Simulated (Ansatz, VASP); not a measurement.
## RbNa2NiO2: VASP beside Ansatz

File INCAR:

```
SYSTEM = RbNa2NiO2
ALGO = Normal
EDIFF = 1E-7
ENCUT = 520
GGA = PE
ISIF = 2
ISMEAR = -1
ISPIN = 2
LASPH = .TRUE.
LCHARG = .FALSE.
LMAXMIX = 4
LORBIT = 11
LREAL = .FALSE.
LWAVE = .FALSE.
MAGMOM = 0 1 0 0 0 0
NBANDS = 36
NELM = 150
PREC = Accurate
SIGMA = 0.05
```

File KPOINTS:

```
k-points
0
G
  8 8 8
  0 0 0
```

File POSCAR:

```
RbNa2NiO2
1.0
   -2.3541852960      2.3541852960      4.9191725902
    2.3541852960     -2.3541852960      4.9191725902
    2.3541852960      2.3541852960     -4.9191725902
Rb Ni Na O
1 1 2 2
Direct
    0.0000000000      0.0000000000      0.0000000000
    0.5000000000      0.5000000000      0.0000000000
    0.7500000000      0.2500000000      0.5000000000
    0.2500000000      0.7500000000      0.5000000000
    0.3171210000      0.3171210000      0.0000000000
    0.6828790000      0.6828790000      0.0000000000
```

The input input.yaml:

```yaml
crystal:
  lattice:
    - [-2.354185296, 2.354185296, 4.9191725902]
    - [2.354185296, -2.354185296, 4.9191725902]
    - [2.354185296, 2.354185296, -4.9191725902]
  atoms:
    - { symbol: Rb, position: [0.0, 0.0, 0.0] }
    - { symbol: Ni, position: [0.5, 0.5, 0.0], spin: 1.0 }
    - { symbol: Na, position: [0.75, 0.25, 0.5] }
    - { symbol: Na, position: [0.25, 0.75, 0.5] }
    - { symbol: O, position: [0.317121, 0.317121, 0.0] }
    - { symbol: O, position: [0.682879, 0.682879, 0.0] }
hamiltonian:
  xc: pbe
  pseudopotentials: { kind: paw }
magnetization:
  spin_polarized: true
kpoints:
  mp_grid: { grid: [8, 8, 8] }
scf:
  occupations: { method: fermi_dirac, width: 0.05 }
output:
  forces: true
  stress: true
  eigenvalues: true
```

Change from the starting cell: volume scaled by 1.04.

Alike in both runs: task single point; functional PBE; k mesh 8 × 8 × 8; occupations fermi-dirac, width 0.05 eV; collinear spin, ferromagnetic start.

|  | VASP | Ansatz |
| --- | --- | --- |
| version | VASP 6.6.1 | Ansatz 0.2.0 |
| potentials or method | VASP PAW PBE potentials, release 64 (Rb_sv, Ni, Na_pv, O) | Ansatz PAW |
| plane-wave cutoff (eV) | 520 | 420 |
| valence electrons in the cell | 45 | 57 |

Ansatz gave:

* gap on the k mesh at the Fermi level (eV): none
* pressure (GPa): -1.7
* largest component of the traceless stress (GPa): 1.66
* rms of the force components (eV/Å): 0.140
* net moment per atom (μB): 0.17
* size of the moment on the site where the two differ most (μB): 0.73

**Question.** Estimate VASP's values.

**Answer.** gap on the k mesh at the Fermi level (eV): none; pressure (GPa): -1.6; largest component of the traceless stress (GPa): 1.41; rms of the force components (eV/Å): 0.119; net moment per atom (μB): 0.17; size of the moment on the site where the two differ most (μB): 0.76.

Site moments also hang on the region over which each program counts them. Atom by atom the forces differ by 0.021 eV/Å (rms over components). A gap of «none» marks a metal or a gap that the smearing closes. The two sets of potentials don't hold the same shells in valence.

Caveats: a cell with one magnetic atom can't hold antiferromagnetic order, which such compounds often take; semilocal functionals often make such compounds metallic where correlation or magnetic order opens a gap, which also shifts bond lengths.
